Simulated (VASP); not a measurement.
Input:

```
CELL_PARAMETERS angstrom
      2.80098     0.00000     0.00000
      0.00000     2.80098     0.00000
      0.00000     0.00000     2.80098
ATOMIC_POSITIONS crystal
  Ga 0.50000 0.50000 0.50000
  Co 0.00000 0.00000 0.00000
```

Computed with rev-vdW-DF2, VASP's PBE PAW potentials (set 64) (plane waves; VASP). Numerical set-up: 520 eV cut-off, 13×13×13 Γ-centred mesh, first-order Methfessel-Paxton smearing of 0.10 eV, potentials Ga_d Co.

**Question.** Give the stress tensor in GPa (positive for a compressed cell).

**Answer.** 
```
13.36   0.00   0.00
 0.00  13.36   0.00
 0.00   0.00  13.36
```
The pressure is its mean diagonal, 13.36 GPa.

The compound is CoGa in the CsCl type structure. This cell is one point of a volume scan, at 0.94 of the reference volume. The run is not spin-polarised, so no magnetic state was tried.
